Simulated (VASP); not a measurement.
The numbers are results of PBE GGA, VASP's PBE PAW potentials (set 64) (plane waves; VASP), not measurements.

VASP input:

### INCAR
```
# general
SYSTEM  = TiAl
PREC    = Accurate
ENCUT   = 480
LREAL   = .False.
LASPH   = .True.

# electronic loop
EDIFF   = 1E-7
NELM    = 100
ALGO    = Normal
LMAXMIX = 4

# smearing
ISMEAR  = 1
SIGMA   = 0.1

# functional
GGA     = PE

# ions
ISIF    = 2

# output
LWAVE   = .False.
LCHARG  = .False.
```

**KPOINTS**
```
Automatic
0
G
12 12 8
```

**POSCAR**
```
TiAl
1
    2.7104142476     0.0000000000     0.0000000000
    0.0000000000     2.7104142476     0.0000000000
    0.0000000000     0.0000000000     3.8974245743
Ti Al
1 1
Direct
  0.0000000000   0.0000000000   0.0000000000
  0.5000000000   0.5000000000   0.5000000000
```

POTCAR, in this order: Ti_sv Al (PBE.64 set). Program: vasp_std.

What VASP printed:

File OUTCAR:
```
 ion  position               nearest neighbor table
   1  0.000  0.000  0.000-   2 2.73   2 2.73   2 2.73   2 2.73   2 2.73   2 2.73   2 2.73   2 2.73
  LATTYP: Found a simple tetragonal cell.
 ALAT       =     2.7104142476
 C/A-ratio  =     1.4379442470
 Subroutine PRICEL returns:
 Original cell was already a primitive cell.
 Subroutine GETGRP returns: Found 16 space group operations
The static configuration has the point symmetry D_4h.
The dynamic configuration has the point symmetry D_4h.
 Subroutine INISYM returns: Found 16 space group operations
 Subroutine IBZKPT returns following result:
 Found    140 irreducible k-points:

 Following reciprocal coordinates:
            Coordinates               Weight
  0.000000  0.000000  0.000000      1.000000
  0.083333  0.000000  0.000000      4.000000
  0.166667  0.000000  0.000000      4.000000
  0.250000  0.000000  0.000000      4.000000
  0.333333  0.000000  0.000000      4.000000
  0.416667  0.000000  0.000000      4.000000
  0.500000  0.000000  0.000000      2.000000
  0.083333  0.083333  0.000000      4.000000
  0.166667  0.083333  0.000000      8.000000
  0.250000  0.083333  0.000000      8.000000
  0.333333  0.083333  0.000000      8.000000
  0.416667  0.083333  0.000000      8.000000
  0.500000  0.083333  0.000000      4.000000
  0.166667  0.166667  0.000000      4.000000
  0.250000  0.166667  0.000000      8.000000
  0.333333  0.166667  0.000000      8.000000
  0.416667  0.166667  0.000000      8.000000
  0.500000  0.166667  0.000000      4.000000
  0.250000  0.250000  0.000000      4.000000
  0.333333  0.250000  0.000000      8.000000
  0.416667  0.250000  0.000000      8.000000
  0.500000  0.250000  0.000000      4.000000
  0.333333  0.333333  0.000000      4.000000
  0.416667  0.333333  0.000000      8.000000
  0.500000  0.333333  0.000000      4.000000
  0.416667  0.416667  0.000000      4.000000
  0.500000  0.416667  0.000000      4.000000
  0.500000  0.500000  0.000000      1.000000
  0.000000  0.000000  0.125000      2.000000
  0.083333  0.000000  0.125000      8.000000
  0.166667  0.000000  0.125000      8.000000
  0.250000  0.000000  0.125000      8.000000
  0.333333  0.000000  0.125000      8.000000
  0.416667  0.000000  0.125000      8.000000
  0.500000  0.000000  0.125000      4.000000
  0.083333  0.083333  0.125000      8.000000
  0.166667  0.083333  0.125000     16.000000
  0.250000  0.083333  0.125000     16.000000
  0.333333  0.083333  0.125000     16.000000
  0.416667  0.083333  0.125000     16.000000
   k-points           NKPTS =    140   k-points in BZ     NKDIM =    140   number of bands    NBANDS=     11
   number of dos      NEDOS =    301   number of ions     NIONS =      2
   total plane-waves  NPLWV =  11200
   dimension x,y,z NGX =    20 NGY =   20 NGZ =   28
   dimension x,y,z NGXF=    40 NGYF=   40 NGZF=   56
   ions per type =               1   1
   PREC   = accura    normal or accurate (medium, high low for compatibility)
   ISTART =      0    job   : 0-new  1-cont  2-samecut
   ICHARG =      2    charge: 1-file 2-atom 10-const
   ISPIN  =      1    spin polarized calculation?
   LNONCOLLINEAR =      F non collinear calculations
   LSORBIT =      F    spin-orbit coupling
   INIWAV =      1    electr: 0-lowe 1-rand  2-diag
   ENCUT  =  480.0 eV  35.28 Ry    5.94 a.u.   4.84  4.84  6.96*2*pi/ulx,y,z
   NELM   =    100;   NELMIN=  2; NELMDL= -5     # of ELM steps
   EDIFF  = 0.1E-06   stopping-criterion for ELM
   LREAL  =      F    real-space projection
   NLSPLINE    = F    spline interpolate recip. space projectors
   LMAXMIX     =    4 max onsite mixed and CHGCAR
...
```

File OSZICAR:
```
       N       E                     dE             d eps       ncg     rms          rms(c)
DAV:   1     0.880643643047E+02    0.88064E+02   -0.72295E+03  3080   0.135E+03
DAV:   2    -0.782274079633E+01   -0.95887E+02   -0.92965E+02  3119   0.332E+02
DAV:   3    -0.134034825409E+02   -0.55807E+01   -0.53307E+01  4726   0.778E+01
DAV:   4    -0.136140523859E+02   -0.21057E+00   -0.20745E+00  3900   0.129E+01
DAV:   5    -0.136218173451E+02   -0.77650E-02   -0.77449E-02  4351   0.223E+00    0.110E+01
DAV:   6    -0.122957591348E+02    0.13261E+01   -0.10291E+01  3723   0.373E+01    0.342E+00
DAV:   7    -0.122033138360E+02    0.92445E-01   -0.75735E-01  3483   0.992E+00    0.230E+00
DAV:   8    -0.121972301014E+02    0.60837E-02   -0.12388E-01  3464   0.400E+00    0.469E-01
DAV:   9    -0.121967879917E+02    0.44211E-03   -0.20188E-02  3939   0.189E+00    0.253E-01
DAV:  10    -0.121971512256E+02   -0.36323E-03   -0.13956E-03  3677   0.442E-01    0.560E-02
DAV:  11    -0.121971210873E+02    0.30138E-04   -0.31937E-04  3735   0.213E-01    0.498E-02
DAV:  12    -0.121971233957E+02   -0.23085E-05   -0.36062E-05  3484   0.701E-02    0.974E-03
DAV:  13    -0.121971230852E+02    0.31053E-06   -0.80314E-07  4004   0.990E-03    0.600E-03
DAV:  14    -0.121971232627E+02   -0.17748E-06   -0.60410E-07  3347   0.106E-02    0.370E-04
DAV:  15    -0.121971232647E+02   -0.19825E-08   -0.19628E-08  1736   0.147E-03
   1 F= -.12197123E+02 E0= -.12197199E+02  d E =0.228504E-03
```

File OUTCAR:
```
------------------------ aborting loop because EDIFF is reached ----------------------------------------
  FORCE on cell =-STRESS in cart. coord.  units (eV):
  Direction    XX          YY          ZZ          XY          YZ          ZX
  --------------------------------------------------------------------------------------
  Total        3.2508949      3.2508949      3.2137318      0.0000000     -0.0000000      0.0000000
  in kB      181.9132964    181.9132964    179.8337268      0.0000000     -0.0000000      0.0000000
  external PRESSURE =     181.2201065 kB  Pullay stress =       0.0000000 kB
  volume of cell :       28.63
      direct lattice vectors                 reciprocal lattice vectors
     2.710414248  0.000000000  0.000000000     0.368947293  0.000000000  0.000000000
     0.000000000  2.710414248  0.000000000     0.000000000  0.368947293  0.000000000
     0.000000000  0.000000000  3.897424574     0.000000000  0.000000000  0.256579693
 POSITION                                       TOTAL-FORCE (eV/Angst)
 -----------------------------------------------------------------------------------
      0.00000      0.00000      0.00000         0.000000      0.000000      0.000000
      1.35521      1.35521      1.94871         0.000000      0.000000      0.000000
 -----------------------------------------------------------------------------------
    total drift:                                0.000000      0.000000     -0.000000
  FREE ENERGIE OF THE ION-ELECTRON SYSTEM (eV)
  ---------------------------------------------------
  free  energy   TOTEN  =       -12.1971232647 eV

  energy  without entropy=      -12.1973517690  energy(sigma->0) =      -12.19719943
```
(Selected blocks of OUTCAR.)

The compound is TiAl in the L1_0 structure. This cell was strained or had an atom moved on purpose. The electron count is odd and the run is not spin-polarised, which forces a metal.
